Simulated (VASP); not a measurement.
# Y3Ge (I4/mmm) in VASP: relaxation of cell and atoms with BLYP+D3(BJ)

Aim: the relaxation of cell and atoms of Y3Ge with BLYP+D3(BJ).

Program: VASP 6.6.1. These are calculated values, not measurements. Logs are shortened: lines on timing, memory, paths and dates and some standing lists are left out, and cuts for length are marked.

## (1) The structure

The structure is tetragonal, space group I4/mmm (No. 139). Conventional cell: a = 4.531 Å, b = 4.531 Å, c = 10.394 Å, α = 90.00°, β = 90.00°, γ = 90.00°. Y (site symmetry 4/mmm) has 4 Ge at 3.20 Å and 8 Y at 3.45 Å as nearest neighbours. Y (site symmetry -4m2) has 8 Y at 3.20 to 3.45 Å and 4 Ge at 3.45 Å as nearest neighbours. Ge (site symmetry 4/mmm) is surrounded by 12 Y at 3.20 to 3.45 Å.

The cell comes from a database or a generator and needn't be the stable form of this composition.

## (2) Relaxation of cell and atoms, BLYP+D3(BJ)

INCAR reads:

```
PREC     = Accurate       # precision mode
ENCUT    = 600            # plane-wave cutoff, eV
EDIFF    = 1E-7           # SCF threshold, eV
ISMEAR   = -1             # smearing method
SIGMA    = 0.05           # smearing width, eV
LREAL    = F              # projectors in reciprocal space
LASPH    = T              # aspherical terms in the spheres
NELM     = 80             # most SCF steps
ALGO     = Normal         # electronic algorithm
ISIF     = 3              # what is computed and relaxed
LWAVE    = F              # write WAVECAR
LCHARG   = F              # write CHGCAR
GGA      = B5             # functional
ALDAX    = 1.0          
AGGAX    = 1.0          
AGGAC    = 1.0          
ALDAC    = 0.0          
IVDW     = 12             # dispersion correction
VDW_S6   = 1.0          
VDW_S8   = 2.6996       
VDW_A1   = 0.4298       
VDW_A2   = 4.2359       
IBRION   = 2              # ionic algorithm
NSW      = 60             # ionic steps
EDIFFG   = -0.005         # ionic threshold
```

KPOINTS reads:

```
Automatic mesh
0
Gamma
  6 6 6
```

POSCAR reads:

```
Y3Ge
1.0
   -2.2653940000      2.2653940000      5.1970200000
    2.2653940000     -2.2653940000      5.1970200000
    2.2653940000      2.2653940000     -5.1970200000
Y Ge
3 1
Direct
    0.5000000000      0.5000000000      0.0000000000
    0.2500000000      0.7500000000      0.5000000000
    0.7500000000      0.2500000000      0.5000000000
    0.0000000000      0.0000000000      0.0000000000
```

Potentials or basis: VASP PAW PBE potentials, release 64 (Y_sv, Ge_d).

On the command line:

```
$ cat potpaw_PBE.64/Y_sv/POTCAR potpaw_PBE.64/Ge_d/POTCAR > POTCAR
$ mpirun -np 1 vasp_std > vasp.out
```

OUTCAR:

```text
PREC = Accurate
   ENCUT = 600
   EDIFF = 1E-7
   ISMEAR = -1
   LREAL = F
   LASPH = T
   NELM = 80
   ISIF = 3
   GGA = B5
   IVDW = 12
   IBRION = 2
   NSW = 60
   EDIFFG = -0.005
 IVDW          = 12

 ion  position               nearest neighbor table
   1  0.500  0.500  0.000-   4 3.20   4 3.20   4 3.20   4 3.20   2 3.45   2 3.45   3 3.45   3 3.45
                             3 3.45   2 3.45   3 3.45   2 3.45
   2  0.250  0.750  0.500-   3 3.20   3 3.20   3 3.20   3 3.20   4 3.45   4 3.45   1 3.45   1 3.45
                             4 3.45   1 3.45   4 3.45   1 3.45
   3  0.750  0.250  0.500-   2 3.20   2 3.20   2 3.20   2 3.20   1 3.45   1 3.45   4 3.45   4 3.45
                             4 3.45   1 3.45   4 3.45   1 3.45
   4  0.000  0.000  0.000-   1 3.20   1 3.20   1 3.20   1 3.20   3 3.45   3 3.45   2 3.45   2 3.45
                             3 3.45   2 3.45   3 3.45   2 3.45

  LATTYP: Found a body centered tetragonal cell.
 ALAT       =     4.5307880000
 C/A-ratio  =     2.2940910058

  Lattice vectors:

 A1 = (  -2.2653940000,   2.2653940000,   5.1970200000)
 A2 = (   2.2653940000,  -2.2653940000,   5.1970200000)
 A3 = (   2.2653940000,   2.2653940000,  -5.1970200000)

Analysis of symmetry for initial positions (statically):
=====================================================================
 Subroutine PRICEL returns:
 Original cell was already a primitive cell.

 Routine SETGRP: Setting up the symmetry group for a
 body centered tetragonal supercell.

 Subroutine GETGRP returns: Found 16 space group operations
 (whereof 16 operations were pure point group operations)
 out of a pool of 16 trial point group operations.

The static configuration has the point symmetry D_4h.

Analysis of symmetry for dynamics (positions and initial velocities):
=====================================================================
 Subroutine PRICEL returns:
 Original cell was already a primitive cell.

 Routine SETGRP: Setting up the symmetry group for a
 body centered tetragonal supercell.

 Subroutine GETGRP returns: Found 16 space group operations
 (whereof 16 operations were pure point group operations)
 out of a pool of 16 trial point group operations.

The dynamic configuration has the point symmetry D_4h.

 Subroutine INISYM returns: Found 16 space group operations
 (whereof 16 operations are pure point group operations),
 and found     1 'primitive' translations

----------------------------------------------------------------------------------------

                                     Primitive cell

  volume of cell :     106.6846

  direct lattice vectors                    reciprocal lattice vectors
    -2.265394000  2.265394000  5.197020000     0.000000000  0.220712159  0.096208981
     2.265394000 -2.265394000  5.197020000     0.220712159  0.000000000  0.096208981
     2.265394000  2.265394000 -5.197020000     0.220712159  0.220712159  0.000000000

  length of vectors
     6.105164767  6.105164767  6.105164767     0.240769651  0.240769651  0.312134128

  position of ions in fractional coordinates (direct lattice)
     0.500000000  0.500000000  0.000000000
     0.250000000  0.750000000  0.500000000
     0.750000000  0.250000000  0.500000000
     0.000000000  0.000000000  0.000000000

  ion indices of the primitive-cell ions
   primitive index   ion index
                 1           1
                 2           2
                 3           3
                 4           4

----------------------------------------------------------------------------------------

 KPOINTS: Automatic mesh

Automatic generation of k-mesh.
 Grid dimensions read from file:
 generate k-points for:    6    6    6

 Generating k-lattice:

  Cartesian coordinates                     Fractional coordinates (reciprocal lattice)
     0.000000000  0.036785360  0.016034830     0.166666667  0.000000000  0.000000000
     0.036785360  0.000000000  0.016034830     0.000000000  0.166666667  0.000000000
     0.036785360  0.036785360  0.000000000     0.000000000  0.000000000  0.166666667

  Length of vectors
     0.040128275  0.040128275  0.052022355

  Shift w.r.t. Gamma in fractional coordinates (k-lattice)
     0.000000000  0.000000000  0.000000000

 Subroutine IBZKPT returns following result:
 ===========================================

 Found     30 irreducible k-points:

 Following reciprocal coordinates:
            Coordinates               Weight
  0.000000  0.000000  0.000000      1.000000
  0.166667 -0.000000  0.000000      8.000000
  0.333333  0.000000 -0.000000      8.000000
  0.500000  0.000000  0.000000      4.000000
  0.166667  0.166667  0.000000      8.000000
  0.333333  0.166667  0.000000     16.000000
[... 16 lines left out ...]
 -0.333333 -0.333333  0.166667      8.000000
 -0.166667 -0.333333  0.166667      8.000000
 [... further k-points ...]
   k-points           NKPTS =     30   k-points in BZ     NKDIM =     30   number of bands    NBANDS=     28
   number of dos      NEDOS =    301   number of ions     NIONS =      4
   total plane-waves  NPLWV = 125000
   dimension x,y,z NGX =    50 NGY =   50 NGZ =   50
   dimension x,y,z NGXF=   100 NGYF=  100 NGZF=  100
   ions per type =               3   1
   NGX,Y,Z   is equivalent  to a cutoff of  13.62, 13.62, 13.62 a.u.
   NGXF,Y,Z  is equivalent  to a cutoff of  27.23, 27.23, 27.23 a.u.
 SYSTEM =  unknown system
   PREC   = accura    normal or accurate (medium, high low for compatibility)
   ISTART =      0    job   : 0-new  1-cont  2-samecut
   ICHARG =      2    charge: 1-file 2-atom 10-const
   ISPIN  =      1    spin polarized calculation?
   LNONCOLLINEAR =      F non collinear calculations
   LSORBIT =      F    spin-orbit coupling
   LASPH  =      T    aspherical Exc in radial PAW
   ENCUT  =  600.0 eV  44.10 Ry    6.64 a.u.  12.19 12.19 12.19*2*pi/ulx,y,z
   NELM   =     80;   NELMIN=  2; NELMDL= -5     # of ELM steps
   EDIFF  = 0.1E-06   stopping-criterion for ELM
   LREAL  =      F    real-space projection
   EDIFFG = -.5E-02   stopping-criterion for IOM
   NSW    =     60    number of steps for IOM
   IBRION =      2    ionic relax: 0-MD 1-quasi-New 2-CG
   NFREE  =      1    steps in history (QN), initial steepest desc. (CG)
   ISIF   =      3    stress and relaxation
   ISYM   =      2    0-nonsym 1-usesym 2-fastsym
   POTIM  = 0.5000    time-step for ionic-motion
   TEBEG  =    0.0;   TEEND  =   0.0 temperature during run
   PSTRESS=    0.0 pullay stress
   NELECT =      47.0000    total number of electrons
   NUPDOWN=      -1.0000    fix difference up-down
   EMIN   =  10.00;   EMAX   =-10.00  energy-range for DOS
   EFERMI =   0.00;   METHOD = LEGACY
   ISMEAR =    -1;   SIGMA  =   0.05  broadening in eV -4-tet -1-fermi 0-gaus
   EFERMI_NEDOS =   21; number of points for ismear=-14 and -15
   IALGO  =     38    algorithm
   IMIX   =      4    mixing-type and parameters
     AMIX     =   0.40;   BMIX     =  1.00
     AMIX_MAG =   1.60;   BMIX_MAG =  1.00
  volume/ion in A,a.u.               =      26.67       179.99
  Fermi-wavevector in a.u.,A,eV,Ry     =   1.245681  2.353996 21.112447  1.551721
  Thomas-Fermi vector in A             =   2.379892
   LORBIT       =      0    0 simple, 1 ext, 2 COOP (PROOUT), +10 PAW based schemes
   GGA     = B5    functional components
   LHFCALC =     F    Hartree Fock is set to
   AEXX    =    0.0000 exact exchange contribution
   IVDW    =    12    specifies the selected vdW correction
   LEPSILON=     F    determine dielectric tensor
   LRPA    =     F    only Hartree local field effects (RPA)
 conjugate gradient relaxation of ions
 non-spin polarized calculation
  energy-cutoff  :      600.00
  volume of cell :      106.68
 maximum number of plane-waves:      3608
 NGX is ok and might be reduce to    50
   NGX = 25   NGY = 25   NGZ = 25

--------------------------------------- Ionic step        1  -------------------------------------------

 number of electron      46.9999998 magnetization

 Free energy of the ion-electron system (eV)
  ---------------------------------------------------
  ext. energy  EPLUGINS =         0.00000000
  ---------------------------------------------------
  free energy    TOTEN  =       -21.27435987 eV

  energy without entropy =      -21.23620779  energy(sigma->0) =      -21.25528383

------------------------ aborting loop because EDIFF is reached ----------------------------------------

 Edisp (eV)   -3.62346

 E8    (eV) :    -2.8571

  FORCE on cell =-STRESS in cart. coord.  units (eV):
  Direction    XX          YY          ZZ          XY          YZ          ZX
  --------------------------------------------------------------------------------------
  -------------------------------------------------------------------------------------
  Total      -2.48582    -2.48582    -2.18714     0.00000     0.00000     0.00000
  in kB     -37.33174   -37.33174   -32.84627     0.00000     0.00000     0.00000
  external pressure =      -35.84 kB  Pullay stress =        0.00 kB
[... 191 lines left out ...]
  energy  without entropy=      -24.9459714012  energy(sigma->0) =      -24.96703512

--------------------------------------- Ionic step        6  -------------------------------------------

 number of electron      47.0000000 magnetization

 Free energy of the ion-electron system (eV)
  ---------------------------------------------------
  ext. energy  EPLUGINS =         0.00000000
  ---------------------------------------------------
  free energy    TOTEN  =       -21.06909261 eV

  energy without entropy =      -21.02661366  energy(sigma->0) =      -21.04785314

 E-fermi :   5.1137     XC(G=0):  -9.8774

 val. band max:        5.1050359965   @ k =   0.3333   0.1667   0.1667
 cond. band min:       5.1233032999   @ k =   0.5000   0.5000   0.3333
 fundamental gap:      0.0182673034
 Fermi energy:         5.1136971788

 k-point     1 :       0.0000    0.0000    0.0000
  band No.  band energies     occupation
      1     -37.4126      2.00000
      2     -37.2611      2.00000
      3     -37.1519      2.00000
      4     -18.7667      2.00000
      5     -18.7635      2.00000
      6     -18.7635      2.00000
[... 733 lines left out ...]
     27       6.1314      0.00000
     28       7.4012      0.00000

 [... further k-points ...]

------------------------ aborting loop because EDIFF is reached ----------------------------------------

 Edisp (eV)   -3.91903

 E8    (eV) :    -3.0907

  FORCE on cell =-STRESS in cart. coord.  units (eV):
  Direction    XX          YY          ZZ          XY          YZ          ZX
  --------------------------------------------------------------------------------------
  -------------------------------------------------------------------------------------
  Total      -0.01810    -0.01810    -0.01952     0.00000     0.00000     0.00000
  in kB      -0.29340    -0.29340    -0.31634     0.00000     0.00000     0.00000
  external pressure =       -0.30 kB  Pullay stress =        0.00 kB
[... 19 lines left out ...]
  FREE ENERGIE OF THE ION-ELECTRON SYSTEM (eV)
  ---------------------------------------------------
  free  energy   TOTEN  =       -24.9881267559 eV

  energy  without entropy=      -24.9456478015  energy(sigma->0) =      -24.96688728

 reached required accuracy - stopping structural energy minimisation
```

Wall time 21 min (1 thread of AMD EPYC 9R45 (Zen 5), shared host); peak memory 0.44 GiB.

What came out:

* Free energy: -24.9881 eV
* Relaxed volume: 24.71 Å³/atom
* Relaxed cell: a = 5.922 Å, b = 5.922 Å, c = 5.922 Å, α = 136.00°, β = 136.00°, γ = 63.98°
* Space group after relaxing (to 0.05 Å): I4/mmm (No. 139)
* Energy gained by relaxing: 22.6 meV/atom
* Ionic steps: 6
* Pressure after relaxing: 0.0 GPa
* Band gap on the k mesh: none (metal or under the smearing width)
* Dispersion energy per atom: -0.980 eV

The path:
| step | energy change (eV) | largest force (eV/Å) | pressure (GPa) | volume (Å³) |
| --- | --- | --- | --- | --- |
| 1 | 0.0000 | 0.0000 | -3.58 | 106.68 |
| 2 | -0.0840 | 0.0000 | 0.82 | 97.74 |
| 3 | -0.0880 | 0.0000 | -0.02 | 99.20 |
| 4 | -0.0893 | 0.0000 | -0.02 | 99.10 |
| 5 | -0.0903 | 0.0000 | -0.03 | 98.90 |
| 6 | -0.0903 | 0.0000 | -0.03 | 98.86 |

Final structure:
```yaml
crystal:
  lattice:
    - [-2.21834, 2.21834, 5.02223]
    - [2.21834, -2.21834, 5.02223]
    - [2.21834, 2.21834, -5.02223]
  atoms:
    - { symbol: Y, position: [0.50000, 0.50000, 0.00000] }
    - { symbol: Y, position: [0.25000, 0.75000, 0.50000] }
    - { symbol: Y, position: [0.75000, 0.25000, 0.50000] }
    - { symbol: Ge, position: [0.00000, 0.00000, 0.00000] }
```

Levels at points of the mesh, in eV from the Fermi level:
```tsv
k point	band 22	band 23	band 24	band 25	band 26	band 27
(0.00, 0.00, 0.00)	-1.29	-0.64	0.14	0.24	0.97	1.31
(0.50, 0.00, 0.00)	-0.91	-0.26	0.39	1.18	1.58	1.67
(0.50, 0.50, 0.00)	-1.47	-1.21	0.16	0.99	0.99	1.19
(0.50, 0.50, 0.50)	-0.72	-0.72	-0.36	-0.10	-0.10	0.34
```

Caveat: the PAW data sets were made with another functional, which shifts forces and pressure a little; pairwise dispersion overbinds metals, which lowers pressure and volume.
